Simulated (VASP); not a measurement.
Input:

```
CELL_PARAMETERS angstrom
      0.00000     2.59172     2.59172
      2.59172     0.00000     2.59172
      2.59172     2.59172     0.00000
ATOMIC_POSITIONS crystal
  Mg 0.00000 0.00000 0.00000
  S  0.50000 0.50000 0.50000
```

The numbers are results of SCAN meta-GGA, VASP's PBE PAW potentials (set 64) (plane waves; VASP), not measurements. Run with 520 eV cut-off, 10×10×10 Γ-centred mesh, tetrahedra with Blöchl corrections, potentials Mg S.

Tabulate the total density of states (states/eV per cell) against energy (eV; zero at the valence-band maximum or, without a gap, the Fermi level).

(E (eV), DOS (states/eV)): (-9.97, 0.00); (-9.49, 0.00); (-9.13, 0.00); (-8.65, 0.00); (-8.29, 0.00); (-7.81, 0.00); (-7.33, 0.00); (-6.97, 0.00); (-6.49, 0.00); (-6.13, 0.00); (-5.65, 0.00); (-5.29, 0.00); (-4.81, 0.15); (-4.33, 0.74); (-3.97, 2.73); (-3.49, 0.55); (-3.13, 0.73); (-2.65, 1.00); (-2.17, 1.07); (-1.81, 1.74); (-1.33, 1.97); (-0.97, 2.05); (-0.49, 1.21); (-0.01, 0.07); (0.35, 0.00); (0.83, 0.00); (1.19, 0.00); (1.67, 0.00); (2.15, 0.00); (2.51, 0.00); (2.99, 0.00); (3.35, 0.00); (3.83, 0.11); (4.19, 0.19); (4.67, 0.33); (5.15, 0.56); (5.51, 1.01); (5.99, 1.74); (6.35, 1.23); (6.83, 0.72)
Within 2 eV below the valence-band maximum the largest weight inside VASP's projection spheres is S p.

The compound is MgS in the rock salt structure. It was relaxed first.
